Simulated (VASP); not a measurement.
# Pb8O15 (a cell with a defect) (PbO2) in VASP: a series of runs

One crystal, Pb8O15 (a cell with a defect) (PbO2), is run at these levels: PBE; tasks: electric field gradients.

Program: VASP 6.6.1. These are calculated values, not measurements. Logs are shortened: lines on timing, memory, paths and dates and some standing lists are left out, and cuts for length are marked.

### Step 1. Starting point

The cell holds a defect, 23 atoms: a = 7.269 Å, b = 7.269 Å, c = 7.269 Å, α = 60.00°, β = 60.00°, γ = 60.00°.

### Step 2. Electric field gradients, PBE (O vacancy, charge +2, host positions)

INCAR

```
  ALGO = Fast
  EDIFF = 1E-8
  ENCUT = 520
  GGA = PE
  ISIF = 2
  ISMEAR = -1
  LASPH = True
  LCHARG = False
  LEFG = True
  LREAL = Auto
  LWAVE = False
  NBANDS = 118
  NELECT = 200.0
  NELM = 80
  PREC = Accurate
  SIGMA = 0.01
```

KPOINTS

```
k-points
0
Gamma
  3 3 3
```

POSCAR

```
Pb8O15
1.0
    0.0000000000      5.1400000000      5.1400000000
    5.1400000000      0.0000000000      5.1400000000
    5.1400000000      5.1400000000      0.0000000000
Pb O
8 15
Direct
    0.0000000000      0.0000000000      0.0000000000
    0.0000000000      0.0000000000      0.5000000000
    0.0000000000      0.5000000000      0.0000000000
    0.0000000000      0.5000000000      0.5000000000
    0.5000000000      0.0000000000      0.0000000000
    0.5000000000      0.0000000000      0.5000000000
    0.5000000000      0.5000000000      0.0000000000
    0.5000000000      0.5000000000      0.5000000000
    0.1250000000      0.1250000000      0.6250000000
    0.1250000000      0.6250000000      0.1250000000
    0.1250000000      0.6250000000      0.6250000000
    0.6250000000      0.1250000000      0.1250000000
    0.6250000000      0.1250000000      0.6250000000
    0.6250000000      0.6250000000      0.1250000000
    0.6250000000      0.6250000000      0.6250000000
    0.3750000000      0.3750000000      0.3750000000
    0.3750000000      0.3750000000      0.8750000000
    0.3750000000      0.8750000000      0.3750000000
    0.3750000000      0.8750000000      0.8750000000
    0.8750000000      0.3750000000      0.3750000000
    0.8750000000      0.3750000000      0.8750000000
    0.8750000000      0.8750000000      0.3750000000
    0.8750000000      0.8750000000      0.8750000000
```

Potentials or basis: VASP PAW PBE potentials, release 64 (Pb_d, O).

Command:

```sh
cat potpaw_PBE.64/Pb_d/POTCAR potpaw_PBE.64/O/POTCAR > POTCAR
mpirun -np 1 vasp_std > vasp.out
```

OUTCAR:

```text
EDIFF = 1E-8
   ENCUT = 520
   GGA = PE
   ISIF = 2
   ISMEAR = -1
   LASPH = True
   LREAL = Auto
   NELECT = 200.0
   NELM = 80
   PREC = Accurate

 ion  position               nearest neighbor table
   1  0.000  0.000  0.000-   9 2.23  10 2.23  12 2.23  19 2.23  21 2.23  22 2.23  23 2.23   3 3.63
                             5 3.63   2 3.63   2 3.63   4 3.63   6 3.63   3 3.63   4 3.63   7 3.63
   2  0.000  0.000  0.500-   9 2.23  11 2.23  13 2.23  18 2.23  20 2.23  22 2.23  23 2.23   4 3.63
                             6 3.63   1 3.63   1 3.63   3 3.63   5 3.63   3 3.63   4 3.63   8 3.63
   3  0.000  0.500  0.000-  10 2.23  11 2.23  14 2.23  17 2.23  20 2.23  21 2.23  23 2.23   4 3.63
                             7 3.63   1 3.63   2 3.63   4 3.63   8 3.63   1 3.63   2 3.63   5 3.63
   4  0.000  0.500  0.500-   9 2.23  10 2.23  11 2.23  15 2.23  16 2.23  20 2.23  21 2.23  22 2.23
                             8 3.63   2 3.63   3 3.63   1 3.63   3 3.63   7 3.63   1 3.63   2 3.63
   5  0.500  0.000  0.000-  12 2.23  13 2.23  14 2.23  17 2.23  18 2.23  19 2.23  23 2.23   6 3.63
                             7 3.63   1 3.63   2 3.63   6 3.63   8 3.63   3 3.63   7 3.63   8 3.63
   6  0.500  0.000  0.500-   9 2.23  12 2.23  13 2.23  15 2.23  16 2.23  18 2.23  19 2.23  22 2.23
                             8 3.63   2 3.63   5 3.63   1 3.63   5 3.63   7 3.63   4 3.63   7 3.63
   7  0.500  0.500  0.000-  10 2.23  12 2.23  14 2.23  15 2.23  16 2.23  17 2.23  19 2.23  21 2.23
                             8 3.63   3 3.63   5 3.63   4 3.63   6 3.63   8 3.63   1 3.63   5 3.63
   8  0.500  0.500  0.500-  11 2.23  13 2.23  14 2.23  15 2.23  16 2.23  17 2.23  18 2.23  20 2.23
                             7 3.63   4 3.63   6 3.63   3 3.63   5 3.63   7 3.63   2 3.63   5 3.63
   9  0.125  0.125  0.625-   1 2.23   2 2.23   4 2.23   6 2.23
  10  0.125  0.625  0.125-   1 2.23   3 2.23   4 2.23   7 2.23
  11  0.125  0.625  0.625-   2 2.23   3 2.23   4 2.23   8 2.23
  12  0.625  0.125  0.125-   1 2.23   5 2.23   6 2.23   7 2.23
  13  0.625  0.125  0.625-   2 2.23   5 2.23   6 2.23   8 2.23
  14  0.625  0.625  0.125-   3 2.23   5 2.23   7 2.23   8 2.23
  15  0.625  0.625  0.625-   4 2.23   6 2.23   7 2.23   8 2.23
  16  0.375  0.375  0.375-   4 2.23   6 2.23   7 2.23   8 2.23
  17  0.375  0.375  0.875-   3 2.23   5 2.23   7 2.23   8 2.23
  18  0.375  0.875  0.375-   2 2.23   5 2.23   6 2.23   8 2.23
  19  0.375  0.875  0.875-   1 2.23   5 2.23   6 2.23   7 2.23
  20  0.875  0.375  0.375-   2 2.23   3 2.23   4 2.23   8 2.23
  21  0.875  0.375  0.875-   1 2.23   3 2.23   4 2.23   7 2.23
  22  0.875  0.875  0.375-   1 2.23   2 2.23   4 2.23   6 2.23
  23  0.875  0.875  0.875-   1 2.23   2 2.23   3 2.23   5 2.23

  LATTYP: Found a face centered cubic cell.
 ALAT       =    10.2800000000

  Lattice vectors:

 A1 = (   0.0000000000,   5.1400000000,   5.1400000000)
 A2 = (   5.1400000000,   0.0000000000,   5.1400000000)
 A3 = (   5.1400000000,   5.1400000000,   0.0000000000)
[... 675 lines left out ...]
  in kB      106.0744821    106.0744821    106.0744821     -0.0000000      0.0000000      0.0000000
  external PRESSURE =     106.0744821 kB  Pullay stress =       0.0000000 kB

 VOLUME and BASIS-vectors are now :
 -----------------------------------------------------------------------------
  energy-cutoff  :      520.00
  volume of cell :      271.59
      direct lattice vectors                 reciprocal lattice vectors
     0.000000000  5.140000000  5.140000000    -0.097276265  0.097276265  0.097276265
     5.140000000  0.000000000  5.140000000     0.097276265 -0.097276265  0.097276265
     5.140000000  5.140000000  0.000000000     0.097276265  0.097276265 -0.097276265

 POSITION                                       TOTAL-FORCE (eV/Angst)
 -----------------------------------------------------------------------------------
      0.00000      0.00000      0.00000        -1.108463     -1.108463     -1.108463
      2.57000      2.57000      0.00000         1.108463      1.108463     -1.108463
      2.57000      0.00000      2.57000         1.108463     -1.108463      1.108463
      5.14000      2.57000      2.57000        -0.610223      0.610223      0.610223
      0.00000      2.57000      2.57000        -1.108463      1.108463      1.108463
      2.57000      5.14000      2.57000         0.610223     -0.610223      0.610223
[... 15 lines left out ...]
      6.42500      6.42500      8.99500        -0.000000      0.000000      1.854220
      8.99500      8.99500      8.99500        -0.000000      0.000000     -0.000000
 -----------------------------------------------------------------------------------
    total drift:                               -0.000000     -0.000000     -0.000000

  FREE ENERGIE OF THE ION-ELECTRON SYSTEM (eV)
  ---------------------------------------------------
  free  energy   TOTEN  =      -131.6244919002 eV

  energy  without entropy=     -131.6219309426  energy(sigma->0) =     -131.62321142

 Electric field gradients (V/A^2)
---------------------------------------------------------------------
 ion       V_xx      V_yy      V_zz      V_xy      V_xz      V_yz
---------------------------------------------------------------------
   1      -0.000    -0.000    -0.000    69.065    69.065    69.065
   2       0.000     0.000    -0.000    69.065   -69.065   -69.065
   3       0.000    -0.000     0.000   -69.065    69.065   -69.065
   4      -0.000     0.000     0.000     1.202     1.202    -1.202
   5      -0.000     0.000     0.000   -69.065   -69.065    69.065
   6       0.000    -0.000     0.000     1.202    -1.202     1.202
[... 15 lines left out ...]
  22     -28.500   -28.500    56.999    12.571     0.002     0.002
  23      -0.000     0.000    -0.000     0.002     0.002     0.002
---------------------------------------------------------------------

 Electric field gradients after diagonalization (V/A^2)
 (convention: |V_zz| > |V_xx| > |V_yy|)
----------------------------------------------------------------------
 ion       V_xx      V_yy      V_zz     asymmetry (V_yy - V_xx)/ V_zz
----------------------------------------------------------------------
   1     -69.065   -69.065   138.129       0.000
   2     -69.065   -69.065   138.129       0.000
   3     -69.065   -69.065   138.129       0.000
   4       1.202     1.202    -2.404       0.000
   5     -69.065   -69.065   138.129       0.000
   6       1.202     1.202    -2.404       0.000
[... 15 lines left out ...]
  22     -41.071   -15.929    56.999       0.441
  23      -0.002    -0.002     0.004       0.000
----------------------------------------------------------------------

           NMR quadrupolar parameters

 Cq : quadrupolar parameter    Cq=e*Q*V_zz/h
 eta: asymmetry parameters     (V_yy - V_xx)/ V_zz
 Q  : nuclear electric quadrupole moment in mb (millibarn)
----------------------------------------------------------------------
 ion       Cq(MHz)       eta       Q (mb)
----------------------------------------------------------------------
   1       0.334       0.000       1.000
   2       0.334       0.000       1.000
   3       0.334       0.000       1.000
   4      -0.006       0.000       1.000
   5       0.334       0.000       1.000
   6      -0.006       0.000       1.000
[... 15 lines left out ...]
  22       0.138       0.441       1.000
  23       0.000       0.000       1.000
----------------------------------------------------------------------
```

Wall time 5 min (1 thread of Intel Xeon Platinum 8559C (Emerald Rapids), shared host); peak memory 0.42 GiB.

Results:

```
Free energy            : -131.6245 eV
Largest force          : 1.920 eV/Å
Band gap on the k mesh : none (metal or under the smearing width)
```

Forces in eV/Å, atoms in the order of the input:
```
Pb  -1.108 -1.108 -1.108
Pb   1.108  1.108 -1.108
Pb   1.108 -1.108  1.108
Pb  -0.610  0.610  0.610
Pb  -1.108  1.108  1.108
Pb   0.610 -0.610  0.610
Pb   0.610  0.610 -0.610
Pb  -0.610 -0.610 -0.610
O    0.000  0.000 -0.030
O    0.000 -0.030  0.000
O    0.030  0.000  0.000
O   -0.030  0.000  0.000
O    0.000  0.030  0.000
O    0.000  0.000  0.030
O    0.000  0.000  0.000
O    0.000  0.000  0.000
O    0.000  0.000 -1.854
O    0.000 -1.854  0.000
O    1.854  0.000  0.000
O   -1.854  0.000  0.000
O    0.000  1.854  0.000
O    0.000  0.000  1.854
O    0.000  0.000  0.000
```

Electric field gradients, principal values (V/Å²):
```
atom      Vxx      Vyy      Vzz
1 Pb  -69.065  -69.065  138.129
2 Pb  -69.065  -69.065  138.129
3 Pb  -69.065  -69.065  138.129
4 Pb    1.202    1.202   -2.404
5 Pb  -69.065  -69.065  138.129
6 Pb    1.202    1.202   -2.404
7 Pb    1.202    1.202   -2.404
8 Pb    1.202    1.202   -2.404
 9 O    3.947    5.462   -9.409
10 O    3.947    5.462   -9.409
11 O    3.944    5.465   -9.409
12 O    3.947    5.462   -9.409
13 O    3.944    5.465   -9.409
14 O    3.944    5.465   -9.409
15 O   -0.002   -0.002    0.004
16 O   -0.002   -0.002    0.004
17 O  -15.933  -41.067   56.999
18 O  -15.933  -41.067   56.999
19 O  -15.929  -41.071   56.999
20 O  -15.933  -41.067   56.999
21 O  -15.929  -41.071   56.999
22 O  -15.929  -41.071   56.999
23 O   -0.002   -0.002    0.004
```

Caveat: the cell carries a net charge on a neutralising background, which shifts energy and pressure; the cell is charged against a uniform background, so pressure and absolute levels hang on convention. Spin-orbit coupling is left out, which matters for the levels of Pb.

### Step 3. Electric field gradients, PBE

INCAR

```
PREC = Accurate
ENCUT = 520
EDIFF = 1E-8
ISMEAR = -1
SIGMA = 0.01
LREAL = Auto
LASPH = T
NELM = 60
ALGO = Normal
ISIF = 2
LWAVE = F
LCHARG = F
GGA = PE
LEFG = T
NELECT = 200.0
NBANDS = 118
```

KPOINTS

```
regular mesh
0
Gamma
  3 3 3
```

POSCAR is that of step 2.

Potentials or basis: VASP PAW PBE potentials, release 64 (Pb_d, O).

Command:

```sh
cat potpaw_PBE.64/Pb_d/POTCAR potpaw_PBE.64/O/POTCAR > POTCAR
mpirun -np 1 vasp_std > vasp.out
```

OUTCAR:

```text
PREC = Accurate
   ENCUT = 520
   EDIFF = 1E-8
   ISMEAR = -1
   LREAL = Auto
   LASPH = T
   NELM = 60
   ISIF = 2
   GGA = PE
   NELECT = 200.0

 ion  position               nearest neighbor table
   1  0.000  0.000  0.000-   9 2.23  10 2.23  12 2.23  19 2.23  21 2.23  22 2.23  23 2.23   3 3.63
                             5 3.63   2 3.63   2 3.63   4 3.63   6 3.63   3 3.63   4 3.63   7 3.63
   2  0.000  0.000  0.500-   9 2.23  11 2.23  13 2.23  18 2.23  20 2.23  22 2.23  23 2.23   4 3.63
                             6 3.63   1 3.63   1 3.63   3 3.63   5 3.63   3 3.63   4 3.63   8 3.63
   3  0.000  0.500  0.000-  10 2.23  11 2.23  14 2.23  17 2.23  20 2.23  21 2.23  23 2.23   4 3.63
                             7 3.63   1 3.63   2 3.63   4 3.63   8 3.63   1 3.63   2 3.63   5 3.63
   4  0.000  0.500  0.500-   9 2.23  10 2.23  11 2.23  15 2.23  16 2.23  20 2.23  21 2.23  22 2.23
                             8 3.63   2 3.63   3 3.63   1 3.63   3 3.63   7 3.63   1 3.63   2 3.63
   5  0.500  0.000  0.000-  12 2.23  13 2.23  14 2.23  17 2.23  18 2.23  19 2.23  23 2.23   6 3.63
                             7 3.63   1 3.63   2 3.63   6 3.63   8 3.63   3 3.63   7 3.63   8 3.63
   6  0.500  0.000  0.500-   9 2.23  12 2.23  13 2.23  15 2.23  16 2.23  18 2.23  19 2.23  22 2.23
                             8 3.63   2 3.63   5 3.63   1 3.63   5 3.63   7 3.63   4 3.63   7 3.63
   7  0.500  0.500  0.000-  10 2.23  12 2.23  14 2.23  15 2.23  16 2.23  17 2.23  19 2.23  21 2.23
                             8 3.63   3 3.63   5 3.63   4 3.63   6 3.63   8 3.63   1 3.63   5 3.63
   8  0.500  0.500  0.500-  11 2.23  13 2.23  14 2.23  15 2.23  16 2.23  17 2.23  18 2.23  20 2.23
                             7 3.63   4 3.63   6 3.63   3 3.63   5 3.63   7 3.63   2 3.63   5 3.63
   9  0.125  0.125  0.625-   1 2.23   2 2.23   4 2.23   6 2.23
  10  0.125  0.625  0.125-   1 2.23   3 2.23   4 2.23   7 2.23
  11  0.125  0.625  0.625-   2 2.23   3 2.23   4 2.23   8 2.23
  12  0.625  0.125  0.125-   1 2.23   5 2.23   6 2.23   7 2.23
  13  0.625  0.125  0.625-   2 2.23   5 2.23   6 2.23   8 2.23
  14  0.625  0.625  0.125-   3 2.23   5 2.23   7 2.23   8 2.23
  15  0.625  0.625  0.625-   4 2.23   6 2.23   7 2.23   8 2.23
  16  0.375  0.375  0.375-   4 2.23   6 2.23   7 2.23   8 2.23
  17  0.375  0.375  0.875-   3 2.23   5 2.23   7 2.23   8 2.23
  18  0.375  0.875  0.375-   2 2.23   5 2.23   6 2.23   8 2.23
  19  0.375  0.875  0.875-   1 2.23   5 2.23   6 2.23   7 2.23
  20  0.875  0.375  0.375-   2 2.23   3 2.23   4 2.23   8 2.23
  21  0.875  0.375  0.875-   1 2.23   3 2.23   4 2.23   7 2.23
  22  0.875  0.875  0.375-   1 2.23   2 2.23   4 2.23   6 2.23
[... 701 lines left out ...]
      5.14000      2.57000      2.57000        -0.610260      0.610260      0.610260
      0.00000      2.57000      2.57000        -1.108474      1.108474      1.108474
      2.57000      5.14000      2.57000         0.610260     -0.610260      0.610260
[... 15 lines left out ...]
      6.42500      6.42500      8.99500         0.000000      0.000000      1.854189
      8.99500      8.99500      8.99500         0.000000      0.000000      0.000000
 -----------------------------------------------------------------------------------
    total drift:                               -0.000000     -0.000000     -0.000000

  FREE ENERGIE OF THE ION-ELECTRON SYSTEM (eV)
  ---------------------------------------------------
  free  energy   TOTEN  =      -131.6244918512 eV

  energy  without entropy=     -131.6219308945  energy(sigma->0) =     -131.62321137

 Electric field gradients (V/A^2)
---------------------------------------------------------------------
 ion       V_xx      V_yy      V_zz      V_xy      V_xz      V_yz
---------------------------------------------------------------------
   1       0.000    -0.000    -0.000    69.065    69.065    69.065
   2       0.000     0.000    -0.000    69.065   -69.065   -69.065
   3       0.000    -0.000     0.000   -69.065    69.065   -69.065
   4      -0.000     0.000     0.000     1.202     1.202    -1.202
   5      -0.000     0.000     0.000   -69.065   -69.065    69.065
   6       0.000    -0.000     0.000     1.202    -1.202     1.202
[... 15 lines left out ...]
  22     -28.500   -28.500    57.000    12.571     0.002     0.002
  23      -0.000     0.000    -0.000     0.002     0.002     0.002
---------------------------------------------------------------------

 Electric field gradients after diagonalization (V/A^2)
 (convention: |V_zz| > |V_xx| > |V_yy|)
----------------------------------------------------------------------
 ion       V_xx      V_yy      V_zz     asymmetry (V_yy - V_xx)/ V_zz
----------------------------------------------------------------------
   1     -69.065   -69.065   138.130       0.000
   2     -69.065   -69.065   138.130       0.000
   3     -69.065   -69.065   138.130       0.000
   4       1.202     1.202    -2.404       0.000
   5     -69.065   -69.065   138.130       0.000
   6       1.202     1.202    -2.404       0.000
[... 15 lines left out ...]
  22     -41.071   -15.929    57.000       0.441
  23      -0.002    -0.002     0.004       0.000
----------------------------------------------------------------------

           NMR quadrupolar parameters

 Cq : quadrupolar parameter    Cq=e*Q*V_zz/h
 eta: asymmetry parameters     (V_yy - V_xx)/ V_zz
 Q  : nuclear electric quadrupole moment in mb (millibarn)
----------------------------------------------------------------------
 ion       Cq(MHz)       eta       Q (mb)
----------------------------------------------------------------------
   1       0.334       0.000       1.000
   2       0.334       0.000       1.000
   3       0.334       0.000       1.000
   4      -0.006       0.000       1.000
   5       0.334       0.000       1.000
   6      -0.006       0.000       1.000
[... 15 lines left out ...]
  22       0.138       0.441       1.000
  23       0.000       0.000       1.000
----------------------------------------------------------------------
```

OSZICAR:

```text
N       E                     dE             d eps       ncg     rms          rms(c)
DAV:   1     0.349802733609E+04    0.34980E+04   -0.91971E+04   944   0.222E+03
DAV:   2     0.641511094934E+03   -0.28565E+04   -0.27646E+04   984   0.679E+02
DAV:   3    -0.712870092665E+02   -0.71280E+03   -0.67736E+03  1034   0.328E+02
[... 10 lines left out ...]
DAV:  14    -0.131624466235E+03    0.23470E-05   -0.14898E-04  1344   0.625E-02    0.175E-02
DAV:  15    -0.131624490225E+03   -0.23990E-04   -0.69073E-05  1308   0.413E-02    0.877E-03
DAV:  16    -0.131624491751E+03   -0.15261E-05   -0.92533E-06  1160   0.174E-02    0.373E-03
DAV:  17    -0.131624491842E+03   -0.90837E-07   -0.14453E-06  1276   0.543E-03    0.238E-03
DAV:  18    -0.131624491853E+03   -0.10947E-07   -0.62082E-07  1200   0.508E-03    0.503E-04
DAV:  19    -0.131624491851E+03    0.20300E-08   -0.93226E-08  1012   0.121E-03
   1 F= -.13162449E+03 E0= -.13162321E+03  d E =-.256096E-02
```

Wall time 5.1 min (1 thread of Intel Xeon Platinum 8559C (Emerald Rapids), shared host); peak memory 0.41 GiB.

What came out:

```yaml
Free_energy: -131.6245 eV
Largest_force: 1.920 eV/Å
Band_gap_on_the_k_mesh: none (metal or under the smearing width)
```

Forces in eV/Å, atoms in the order of the input:
```
Pb  -1.108 -1.108 -1.108
Pb   1.108  1.108 -1.108
Pb   1.108 -1.108  1.108
Pb  -0.610  0.610  0.610
Pb  -1.108  1.108  1.108
Pb   0.610 -0.610  0.610
Pb   0.610  0.610 -0.610
Pb  -0.610 -0.610 -0.610
O    0.000  0.000 -0.030
O    0.000 -0.030  0.000
O    0.030  0.000  0.000
O   -0.030  0.000  0.000
O    0.000  0.030  0.000
O    0.000  0.000  0.030
O    0.000  0.000  0.000
O    0.000  0.000  0.000
O    0.000  0.000 -1.854
O    0.000 -1.854  0.000
O    1.854  0.000  0.000
O   -1.854  0.000  0.000
O    0.000  1.854  0.000
O    0.000  0.000  1.854
O    0.000  0.000  0.000
```

Electric field gradients, principal values (V/Å²):
```csv
atom,Vxx,Vyy,Vzz
1 Pb,-69.065,-69.065,138.130
2 Pb,-69.065,-69.065,138.130
3 Pb,-69.065,-69.065,138.130
4 Pb,1.202,1.202,-2.404
5 Pb,-69.065,-69.065,138.130
6 Pb,1.202,1.202,-2.404
7 Pb,1.202,1.202,-2.404
8 Pb,1.202,1.202,-2.404
9 O,3.947,5.462,-9.409
10 O,3.947,5.462,-9.409
11 O,3.944,5.466,-9.409
12 O,3.947,5.462,-9.409
13 O,3.944,5.466,-9.409
14 O,3.944,5.466,-9.409
15 O,-0.002,-0.002,0.004
16 O,-0.002,-0.002,0.004
17 O,-15.933,-41.067,57.000
18 O,-15.933,-41.067,57.000
19 O,-15.929,-41.071,57.000
20 O,-15.933,-41.067,57.000
21 O,-15.929,-41.071,57.000
22 O,-15.929,-41.071,57.000
23 O,-0.002,-0.002,0.004
```

Caveat: the cell carries a net charge on a neutralising background, which shifts energy and pressure; the cell is charged against a uniform background, so pressure and absolute levels hang on convention. Spin-orbit coupling is left out, which matters for the levels of Pb.

(Part 1 of 2 ends here.)
